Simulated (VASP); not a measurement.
An input for Quantum ESPRESSO's pw.x (written as the equivalent of a VASP run, and not itself run):

```
&CONTROL
  calculation = 'scf'
  pseudo_dir = './pseudo'
  outdir = './out'
  tprnfor = .true.
  tstress = .true.
/
&SYSTEM
  ibrav = 0
  nat = 1
  ntyp = 1
  ecutwfc = 76
  occupations = 'smearing'
  smearing = 'methfessel-paxton'
  degauss = 0.00735
  input_dft = 'pbe'
/
&ELECTRONS
  conv_thr = 7.3e-08
  electron_maxstep = 100
/
ATOMIC_SPECIES
  Au 196.967 Au.upf
CELL_PARAMETERS angstrom
     0.0000000    2.0400000    2.0400000
     2.0400000    0.0000000    2.0400000
     2.0400000    2.0400000    0.0000000
ATOMIC_POSITIONS crystal
  Au   0.0000000  0.0000000  0.0000000
K_POINTS automatic
  12 12 12 0 0 0
```

### Question
Write the VASP files for the same calculation (PBE).

### Answer
Several could match; the one computed here: 
POSCAR:
```
Au
1
    0.0000000000     2.0400000000     2.0400000000
    2.0400000000     0.0000000000     2.0400000000
    2.0400000000     2.0400000000     0.0000000000
Au
1
Direct
  0.0000000000   0.0000000000   0.0000000000
```

INCAR:
```
# general
SYSTEM   =  Au
PREC     =  Accurate
ENCUT    =  400   # plane-wave cut-off (eV)
LREAL    =  F   # projection in real space or not
LASPH    =  T   # aspherical one-centre terms

# electronic loop
EDIFF    =  1E-6
NELM     =  100
ALGO     =  Normal
LMAXMIX  =  6   # l cut-off of mixed one-centre charges

# smearing
ISMEAR   =  1
SIGMA    =  0.1

# functional
GGA      =  PE   # PBE

# ions
ISIF     =  2   # forces and stress, cell fixed

# output
LWAVE    =  F
LCHARG   =  F
```

### KPOINTS
```
Automatic mesh
0
Gamma
12 12 12
0 0 0
```

POTCAR, in this order: Au (PBE.64 set). Program: vasp_std.

What does not carry over: the potentials are each code's own (VASP's PAW set, PseudoDojo norm-conserving files in pw.x), so ENCUT and ecutwfc are chosen apart and not converted; conv_thr bounds pw.x's estimated SCF error, while EDIFF bounds the energy change between steps.

The compound is Au in the fcc structure. The cell was not relaxed at this level.
